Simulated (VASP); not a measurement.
A run of VASP 6.6.1:

The input INCAR:

```
SYSTEM = BPd4
  PREC = Accurate
  ENCUT = 520
  EDIFF = 1E-6
  ISMEAR = -1
  SIGMA = 0.05
  LREAL = .FALSE.
  LASPH = .TRUE.
  NELM = 100
  ALGO = Normal
  ISIF = 2
  LWAVE = .FALSE.
  LCHARG = .FALSE.
  LMAXMIX = 4
  METAGGA = R2SCAN
  LMIXTAU = .TRUE.
  NBANDS = 30
```

File KPOINTS:

```
regular mesh
0
G
  7 5 4
  0 0 0
```

Contents of POSCAR:

```
BPd4
1.0
    2.8920299704      0.0000000000      0.0000000000
    0.0000000000      4.3650077954      0.0000000000
    0.0000000000      0.0000000000      5.8563150000
Pd B
4 1
Direct
    0.5000000000      0.0000000000      0.1975780000
    0.0000000000      0.0000000000      0.6194700000
    0.0000000000      0.5000000000      0.3291640000
    0.5000000000      0.5000000000      0.8675610000
    0.5000000000      0.0000000000      0.8632270000
```

Contents of KPOINTS_OPT:

```
path GXSYGZURTZ,YT,UX,SR
10
line-mode
reciprocal
 0.0000000000  0.0000000000  0.0000000000  G
 0.5000000000  0.0000000000  0.0000000000  X

 0.5000000000  0.0000000000  0.0000000000  X
 0.5000000000  0.5000000000  0.0000000000  S

 0.5000000000  0.5000000000  0.0000000000  S
 0.0000000000  0.5000000000  0.0000000000  Y

 0.0000000000  0.5000000000  0.0000000000  Y
 0.0000000000  0.0000000000  0.0000000000  G

 0.0000000000  0.0000000000  0.0000000000  G
 0.0000000000  0.0000000000  0.5000000000  Z

 0.0000000000  0.0000000000  0.5000000000  Z
 0.5000000000  0.0000000000  0.5000000000  U

 0.5000000000  0.0000000000  0.5000000000  U
 0.5000000000  0.5000000000  0.5000000000  R

 0.5000000000  0.5000000000  0.5000000000  R
 0.0000000000  0.5000000000  0.5000000000  T

 0.0000000000  0.5000000000  0.5000000000  T
 0.0000000000  0.0000000000  0.5000000000  Z

 0.0000000000  0.5000000000  0.0000000000  Y
 0.0000000000  0.5000000000  0.5000000000  T

 0.5000000000  0.0000000000  0.5000000000  U
 0.5000000000  0.0000000000  0.0000000000  X

 0.5000000000  0.5000000000  0.0000000000  S
 0.5000000000  0.5000000000  0.5000000000  R
```

Potentials or basis: VASP PAW PBE potentials, release 64 (Pd, B).

The run is started by

```sh
$ cat potpaw_PBE.64/Pd/POTCAR potpaw_PBE.64/B/POTCAR > POTCAR
$ mpirun -np 1 vasp_std > vasp.out
```

Hardware: 1 thread of Intel(R) Xeon(R) Platinum 8488C (Sapphire Rapids) (shared host).

**Question.** Estimate the wall time of this run.

**Answer.** It took 7.2 min on 1 thread of Intel(R) Xeon(R) Platinum 8488C (Sapphire Rapids), with other jobs on the host, peak memory 0.25 GiB. Counts: scf iterations 55, k points 36.
